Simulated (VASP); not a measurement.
An input for Quantum ESPRESSO's pw.x (written as the equivalent of a VASP run, and not itself run):

```
&CONTROL
  calculation = 'vc-relax'
  pseudo_dir = './pseudo'
  outdir = './out'
  tprnfor = .true.
  tstress = .true.
  nstep = 40
  forc_conv_thr = 0.00078
/
&SYSTEM
  ibrav = 0
  nat = 2
  ntyp = 2
  ecutwfc = 82
  occupations = 'smearing'
  smearing = 'methfessel-paxton'
  degauss = 0.00735
  input_dft = 'pbe'
/
&ELECTRONS
  conv_thr = 7.3e-08
  electron_maxstep = 100
/
&IONS
/
&CELL
  press = 300
/
ATOMIC_SPECIES
  In 114.818 In.upf
  Pd 106.420 Pd.upf
CELL_PARAMETERS angstrom
     3.1269978   -0.0000000   -0.0000000
     0.0000000    3.1269978    0.0000000
    -0.0000000    0.0000000    3.1269978
ATOMIC_POSITIONS crystal
  In   0.5000000  0.5000000  0.5000000
  Pd   0.0000000  0.0000000  0.0000000
K_POINTS automatic
  12 12 12 0 0 0
```

Q: Translate this input to VASP (INCAR, KPOINTS, POSCAR, choice of POTCAR).

A: Several could match; the one computed here: 
### KPOINTS
```
Automatic mesh
0
Gamma
12 12 12
0 0 0
```

INCAR:
```
LASPH=T   # aspherical one-centre terms
IBRION=2   # conjugate gradients
SYSTEM=PdIn
LREAL=F
SIGMA=0.1
ISIF=3
NSW=40   # most ionic steps
LWAVE=F
EDIFF=1E-6
LCHARG=F
GGA=PE
ENCUT=500
EDIFFG=-0.02   # ionic stop
ALGO=Normal   # blocked Davidson
NELM=100
PREC=Accurate
ISMEAR=1
LMAXMIX=4   # l cut-off of mixed one-centre charges
PSTRESS=300   # kbar
```

File POSCAR:
```
PdIn
1
    3.1269977759    -0.0000000000    -0.0000000000
    0.0000000000     3.1269977759     0.0000000000
   -0.0000000000     0.0000000000     3.1269977759
In Pd
1 1
Direct
  0.5000000000   0.5000000000   0.5000000000
  0.0000000000   0.0000000000   0.0000000000
```

POTCAR, in this order: In_d Pd (PBE.64 set). Program: vasp_std.

The two are equivalent in intent, not identical: the potentials are each code's own (VASP's PAW set, PseudoDojo norm-conserving files in pw.x), so ENCUT and ecutwfc are chosen apart and not converted; conv_thr bounds pw.x's estimated SCF error, while EDIFF bounds the energy change between steps; forc_conv_thr acts on force components and is met together with etot_conv_thr.

The compound is PdIn in the CsCl type structure. It was relaxed first under an external pressure of 30 GPa.
